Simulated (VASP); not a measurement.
Output of a VASP run:

File OSZICAR:
```
       N       E                     dE             d eps       ncg     rms          rms(c)
DAV:   1     0.491878638851E+02    0.49188E+02   -0.88035E+03  1536   0.133E+03
DAV:   2    -0.313021542270E+02   -0.80490E+02   -0.75337E+02  2188   0.270E+02
DAV:   3    -0.336067182158E+02   -0.23046E+01   -0.22948E+01  2016   0.444E+01
DAV:   4    -0.336159755598E+02   -0.92573E-02   -0.92543E-02  1812   0.293E+00
DAV:   5    -0.336160545711E+02   -0.79011E-04   -0.78997E-04  2016   0.232E-01    0.106E+01
DAV:   6    -0.409525056280E+02   -0.73365E+01   -0.16291E+01  1544   0.436E+01    0.649E+00
DAV:   7    -0.411999690080E+02   -0.24746E+00   -0.56267E-01  1756   0.872E+00    0.456E+00
DAV:   8    -0.409293496822E+02    0.27062E+00   -0.24006E+00  1832   0.131E+01    0.187E+00
DAV:   9    -0.408882738683E+02    0.41076E-01   -0.79473E-02  1748   0.347E+00    0.129E+00
DAV:  10    -0.408222648790E+02    0.66009E-01   -0.85401E-02  1552   0.327E+00    0.521E-01
DAV:  11    -0.409037843548E+02   -0.81519E-01   -0.32671E-02  1560   0.221E+00    0.199E-01
DAV:  12    -0.409028347562E+02    0.94960E-03   -0.50697E-03  2028   0.599E-01    0.737E-02
DAV:  13    -0.409028255702E+02    0.91860E-05   -0.15815E-03  1720   0.412E-01    0.638E-02
DAV:  14    -0.409032044749E+02   -0.37890E-03   -0.19298E-04  1748   0.159E-01    0.526E-02
DAV:  15    -0.409032239783E+02   -0.19503E-04   -0.25761E-05  1936   0.474E-02    0.241E-02
DAV:  16    -0.409032284445E+02   -0.44661E-05   -0.69613E-06  1772   0.322E-02    0.426E-03
DAV:  17    -0.409032357024E+02   -0.72579E-05   -0.22323E-06  1724   0.177E-02    0.103E-02
DAV:  18    -0.409032351292E+02    0.57317E-06   -0.36626E-07  1756   0.697E-03    0.448E-03
DAV:  19    -0.409032361953E+02   -0.10661E-05   -0.38406E-07  1684   0.521E-03    0.169E-04
DAV:  20    -0.409032356520E+02    0.54334E-06   -0.90117E-09   868   0.125E-03    0.335E-04
DAV:  21    -0.409032361431E+02   -0.49105E-06   -0.35813E-09   832   0.853E-04    0.454E-05
DAV:  22    -0.409032359767E+02    0.16637E-06   -0.26189E-10   804   0.182E-04    0.310E-05
DAV:  23    -0.409032360258E+02   -0.49099E-07   -0.72398E-11   796   0.958E-05
   1 F= -.40903236E+02 E0= -.40903236E+02  d E =0.000000E+00
       N       E                     dE             ncg
```

### OUTCAR
```
------------------------ aborting loop because EDIFF is reached ----------------------------------------
  FORCE on cell =-STRESS in cart. coord.  units (eV):
  Direction    XX          YY          ZZ          XY          YZ          ZX
  --------------------------------------------------------------------------------------
  Total        0.0085261      0.0085261     -0.0048800      0.0000000     -0.0000000     -0.0000000
  in kB        0.5719896      0.5719897     -0.3273845      0.0000000     -0.0000000     -0.0000000
  external PRESSURE =       0.2721982 kB  Pullay stress =       0.0000000 kB
  volume of cell :       23.88
      direct lattice vectors                 reciprocal lattice vectors
     1.277397684 -2.212517912  0.000000000     0.391420782 -0.225986871  0.000000000
     1.277397684  2.212517912  0.000000000     0.391420782  0.225986871  0.000000000
     0.000000000  0.000000000  4.225016015     0.000000000  0.000000000  0.236685493
  FREE ENERGIE OF THE ION-ELECTRON SYSTEM (eV)
  ---------------------------------------------------
  free  energy   TOTEN  =       -40.9032360258 eV

  energy  without entropy=      -40.9032360258  energy(sigma->0) =      -40.90323603

 total charge

# of ion       s       p       d       tot
------------------------------------------
    1        0.676   1.327   0.000   2.003
    2        0.676   1.327   0.000   2.003
    3        1.229   2.778   0.000   4.007
    4        1.229   2.778   0.000   4.007
--------------------------------------------------
tot          3.809   8.211   0.000  12.020

 Electric field gradients after diagonalization (V/A^2)
 (convention: |V_zz| > |V_xx| > |V_yy|)
----------------------------------------------------------------------
 ion       V_xx      V_yy      V_zz     asymmetry (V_yy - V_xx)/ V_zz
----------------------------------------------------------------------
   1      -0.403    -0.403     0.806       0.000
   2      -0.403    -0.403     0.806       0.000
   3      -2.432    -2.429     4.861       0.001
   4      -2.432    -2.429     4.861       0.000
```
(Selected blocks of OUTCAR.)

### POSCAR
```
BN
1
    1.2773976841    -2.2125179118    -0.0000000000
    1.2773976841     2.2125179118     0.0000000000
    0.0000000000     0.0000000000     4.2250160147
B N
2 2
Direct
  0.6666670000   0.3333330000   0.5002844143
  0.3333330000   0.6666670000   0.0002844143
  0.6666670000   0.3333330000   0.8747155857
  0.3333330000   0.6666670000   0.3747155857
```

Write an INCAR and KPOINTS that could have produced this output.

Several could match; the one computed here: the input of the run itself, TPSS meta-GGA, plane waves, VASP's PBE PAW potentials (set 64).

**KPOINTS**
```
Regular mesh
0
gamma
11 11 6
```

INCAR:
```
LEFG  =  T
LWAVE  =  F
LMIXTAU  =  T
EDIFF  =  1E-7
SYSTEM  =  BN
ENCUT  =  520
LASPH  =  T   ! aspherical one-centre terms
LCHARG  =  F
ALGO  =  Normal
PREC  =  Accurate
NELM  =  100
ISIF  =  2   ! forces and stress, cell fixed
NEDOS  =  601
ISMEAR  =  -5   ! tetrahedra, Bloechl
METAGGA  =  TPSS
LREAL  =  F   ! projection in real space or not
LORBIT  =  11
```

File KPOINTS_OPT:
```
k-points along high-symmetry lines
6
Line-mode
Reciprocal
  0.000000   0.000000   0.000000 ! GAMMA
 -0.000000   0.500000   0.000000 ! M

 -0.000000   0.500000   0.000000 ! M
 -0.333333   0.666667   0.000000 ! K

 -0.333333   0.666667   0.000000 ! K
  0.000000   0.000000   0.000000 ! GAMMA

  0.000000   0.000000   0.000000 ! GAMMA
  0.000000   0.000000   0.500000 ! A

  0.000000   0.000000   0.500000 ! A
 -0.000000   0.500000   0.500000 ! L

 -0.000000   0.500000   0.500000 ! L
 -0.333333   0.666667   0.500000 ! H

 -0.333333   0.666667   0.500000 ! H
  0.000000   0.000000   0.500000 ! A

 -0.000000   0.500000   0.500000 ! L
 -0.000000   0.500000   0.000000 ! M

 -0.333333   0.666667   0.500000 ! H
 -0.333333   0.666667   0.000000 ! K
```

POTCAR, in this order: B N (PBE.64 set). Program: vasp_std.

The compound is BN in the wurtzite structure, a metastable high-pressure form. It was relaxed first.
